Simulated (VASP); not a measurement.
```
RhSi
1.0
    2.92974     0.00000     0.00000
    0.00000     2.92974     0.00000
    0.00000     0.00000     2.92974
Si Rh
1 1
Cartesian
  1.46487   1.46487   1.46487
  0.00000   0.00000   0.00000
```

The numbers are results of LDA (Ceperley-Alder, Perdew-Zunger), VASP's LDA PAW potentials (set 64) (plane waves; VASP 6.6.1), not measurements. Settings: 400 eV cut-off, Gaussian smearing of 0.050 eV, potentials Si Rh_pv.

Task: Give the energies of bands 5 to 12 at the high-symmetry points, in eV from the Fermi level.

Result: 
```
band      Γ      X      M      R
----  -----  -----  -----  -----
5     -5.56  -8.60  -5.06  -7.36
6     -5.56  -4.72  -4.62  -7.36
7     -2.03  -4.04  -4.62  -3.51
8     -2.03  -4.04  -3.34  -0.54
9     -2.03  -1.76  -3.34  -0.54
10     2.22  -0.09  -0.63   2.19
11     2.22   5.45   1.97   2.19
12     2.22   7.89   3.19   2.19
```

It has no gap at this level: it comes out as a metal or semimetal.

The structure comes from a computed database's SiRh entry (Pm-3m); how it stands against other phases isn't given here. It was relaxed first, which changed the volume by -5 %. The electron count is odd and the run is not spin-polarised, which forces a metal.
